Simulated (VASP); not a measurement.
A VASP calculation is set up with these files.

### INCAR
```
ALGO=Normal
EDIFF=1E-6
ENCUT=300
GGA=PS
ISIF=2
ISMEAR=0
LASPH=T
LCHARG=F
LMAXMIX=4
LREAL=F
LWAVE=F
NELM=100
PREC=Accurate
SIGMA=0.136
SYSTEM=Ni3Sn
```

### KPOINTS
```
K-points
0
Gamma
 9 9 9
```

POSCAR:
```
Ni3Sn
3.689560
  1.0000000000   0.0000000000   0.0000000000
  0.0000000000   1.0000000000   0.0000000000
  0.0000000000   0.0000000000   1.0000000000
Ni Sn
3 1
direct
  0.0000000000   0.5000000000   0.5000000000
  0.5000000000   0.0000000000   0.5000000000
  0.5000000000   0.5000000000   0.0000000000
  0.0000000000   0.0000000000   0.0000000000
```

POTCAR, in this order: Ni Sn_d (PBE.64 set). Program: vasp_std.

Question: Write an equivalent input for Ansatz.

Answer: One equivalent input (not run):
Ansatz 0.2 input:
```yaml
crystal:
  lattice:
    - [3.6895600, 0.0000000, 0.0000000]
    - [0.0000000, 3.6895600, 0.0000000]
    - [0.0000000, 0.0000000, 3.6895600]
  atoms:
    - { symbol: Ni, position: [0.0000000, 0.5000000, 0.5000000] }
    - { symbol: Ni, position: [0.5000000, 0.0000000, 0.5000000] }
    - { symbol: Ni, position: [0.5000000, 0.5000000, 0.0000000] }
    - { symbol: Sn, position: [0.0000000, 0.0000000, 0.0000000] }
kpoints:
  mp_grid: { grid: [9, 9, 9] }
hamiltonian:
  xc: pbesol
  pseudopotentials: { kind: paw }
scf:
  occupations: { method: gaussian, width: 0.136 }
  max_iter: 100
output: { forces: true, stress: true, eigenvalues: true }
```
What does not carry over: each code has its own PAW files, so the cut-off isn't converted (ENCUT is set for VASP's; basis.ecutwfc is left out, and Ansatz then takes the one that its files recommend); Ansatz stops its SCF on the density residual and VASP on the energy change (EDIFF).

The structure comes from a computed database's Ni3Sn entry (Pm-3m); how it stands against other phases isn't given here. The cell was not relaxed at this level.
